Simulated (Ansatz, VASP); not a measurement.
# Two plane-wave programs on BaSi3

```
Ba Si
1.0
     4.48722    0.04487    0.00000
     0.04487    4.48722    0.00000
     0.00000    0.00000    4.48722
Ba Si
1 3
Direct
  0.00000 0.00000 0.00000
  0.00000 0.50000 0.50000
  0.50000 0.50000 0.00000
  0.50000 0.00000 0.50000
```

Change from the starting cell: strain e6 = +0.02, atoms carried along.

Alike in both runs: task single point; functional PBE; k mesh 8 × 8 × 8; occupations gaussian, width 0.05 eV; no spin polarisation.

|  | VASP | Ansatz |
| --- | --- | --- |
| version | VASP 6.6.1 | Ansatz 0.2.0 |
| potentials or method | VASP PAW PBE potentials, release 64 (Ba_sv, Si) | scalar-relativistic, plane waves, PAW |
| plane-wave cutoff (eV) | 520 | 420 |
| valence electrons in the cell | 22 | 22 |

VASP gave:

- gap on the k mesh at the Fermi level (eV): none
- pressure (GPa): 0.8
- largest component of the traceless stress (GPa): 0.68

Q: Estimate Ansatz's values.

A: gap on the k mesh at the Fermi level (eV): none; pressure (GPa): 0.0; largest component of the traceless stress (GPa): 0.68.

A gap of «none» marks a metal or a gap that the smearing closes.

The runs have no spin-orbit coupling, so splittings on Ba are missing.
